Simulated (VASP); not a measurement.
Input:

```
CELL_PARAMETERS angstrom
      0.00000     2.92486     2.92486
      2.92486     0.00000     2.92486
      2.92486     2.92486     0.00000
ATOMIC_POSITIONS crystal
  Ga 0.00000 0.00000 0.00000
  As 0.25000 0.25000 0.25000
```

Level of theory: revPBE GGA, VASP's PBE PAW potentials (set 64) (plane waves; VASP). Run with 520 eV cut-off, 8×8×8 Γ-centred mesh, Gaussian smearing of 0.050 eV, potentials Ga_d As.

Q: Give the stress tensor in GPa (positive for a compressed cell).

A: 
```
-1.51   0.00   0.00
 0.00  -1.51   0.00
 0.00   0.00  -1.51
```
The pressure is its mean diagonal, -1.51 GPa.

The compound is GaAs in the zinc blende structure. This cell is one point of a volume scan, at 1.03 of the reference volume.
